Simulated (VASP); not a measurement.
Consider the following.

```
Ga32P31
1.0
   11.06711     0.00000     0.00000
    0.00000    11.06711     0.00000
    0.00000     0.00000    11.06711
Ga P
32 31
Direct
  0.49972   0.99722   0.00342
  0.75449   0.24548   0.99330
  0.74954   0.00555   0.25406
  0.00127   0.99898   0.00234
  0.24776   0.24964   0.00298
  0.49583   0.50452   0.99313
  0.75050   0.75263   0.00300
  0.25562   0.00537   0.25248
  0.53264   0.28306   0.23898
  0.71726   0.46686   0.23919
  0.50095   0.00619   0.49598
  0.71765   0.28282   0.51041
  0.75083   0.99757   0.74636
  0.00243   0.50017   0.00366
  0.24930   0.75014   0.00231
  0.99445   0.24975   0.25407
  0.25550   0.49911   0.25422
  0.50080   0.74404   0.25388
  0.99447   0.00532   0.49750
  0.25613   0.25024   0.49647
  0.53256   0.46716   0.51030
  0.74930   0.74362   0.49664
  0.24906   0.99927   0.74810
  0.49602   0.24549   0.75697
  0.75396   0.50424   0.75692
  0.99415   0.74467   0.25293
  0.99429   0.49931   0.49597
  0.25572   0.74486   0.49736
  0.00234   0.24981   0.74677
  0.24784   0.50026   0.74635
  0.49938   0.75287   0.74669
  0.00113   0.75019   0.74805
  0.62863   0.12517   0.12067
  0.87498   0.37091   0.12073
  0.85888   0.14087   0.38415
  0.12310   0.12542   0.12973
  0.37506   0.37884   0.12035
  0.62185   0.62477   0.12045
  0.87441   0.87740   0.12976
  0.39124   0.14121   0.36589
  0.85864   0.60866   0.36617
  0.62196   0.12550   0.62945
  0.87461   0.37875   0.62954
  0.87952   0.12059   0.86959
  0.12710   0.62418   0.13040
  0.37586   0.87238   0.12985
  0.12498   0.37433   0.37534
  0.39102   0.60875   0.38379
  0.62519   0.87469   0.37535
  0.12723   0.12552   0.62039
  0.37575   0.37120   0.62958
  0.62789   0.62442   0.62978
  0.87455   0.87203   0.62020
  0.37093   0.12066   0.88059
  0.62507   0.37481   0.87537
  0.87916   0.62896   0.88068
  0.12503   0.87521   0.37489
  0.12300   0.62429   0.61980
  0.37553   0.87789   0.62006
  0.12508   0.37525   0.87476
  0.37080   0.62914   0.86909
  0.62519   0.87524   0.87463
  0.12515   0.87461   0.87503
```
Cell charge -1.

The numbers are results of HSE06 screened hybrid, VASP's PBE PAW potentials (set 64) (plane waves; VASP), not measurements. Settings: PREC = Normal, LREAL = Auto, ISYM = 0, NELECT = 252.0, EDIFF = 1E-5, 400 eV cut-off, 1×1×1 Γ-centred mesh, Gaussian smearing of 0.050 eV, potentials Ga P.

The cell is charged, with a uniform compensating background. The supercell is sampled at Γ alone, which is coarse: total energies, pressure and levels can be off, energies of defects by several tenths of an eV.

Question: Predict the energy per atom (σ→0).

Answer: 
The energy per atom (σ→0) comes out as -5.215 eV/atom.

Only differences to runs with the same potentials and settings are physical.

The cell is a supercell with a defect, built from GaP (zinc blende): vac_P, charge -1. The cell's shape comes from a PBE relaxation. The run is not spin-polarised, so no state with unpaired spins was tried.
